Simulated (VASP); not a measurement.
```yaml
crystal:
  lattice:
    - [0.00000, 2.54500, 2.54500]
    - [2.54500, 0.00000, 2.54500]
    - [2.54500, 2.54500, 0.00000]
  atoms:
    - { symbol: Zr, position: [0.00000, 0.00000, 0.00000] }
    - { symbol: O, position: [0.25000, 0.25000, 0.25000] }
    - { symbol: O, position: [0.75000, 0.75000, 0.75000] }
```

These are PBE GGA, VASP's PBE PAW potentials (set 64) (plane waves; VASP 6.6.1) values and carry that method's errors. Run with 520 eV cut-off, KSPACING 0.35 per Å, Gaussian smearing of 0.050 eV, potentials Zr_sv O.

Problem. Give the stress tensor in GPa (positive for a compressed cell).

Solution. 
```
4.01  0.00  0.00
0.00  4.01  0.00
0.00  0.00  4.01
```
The pressure is its mean diagonal, 4.01 GPa.

The compound is ZrO2 in the fluorite structure, the high-temperature cubic form, which is unstable at 0 K; the monoclinic form is the stable one. The cell was not relaxed at this level. The run is one of a series of settings (KGAMMA = .TRUE., KSPACING = 0.35, KPOINTS file removed against the base run), some of them coarse on purpose.
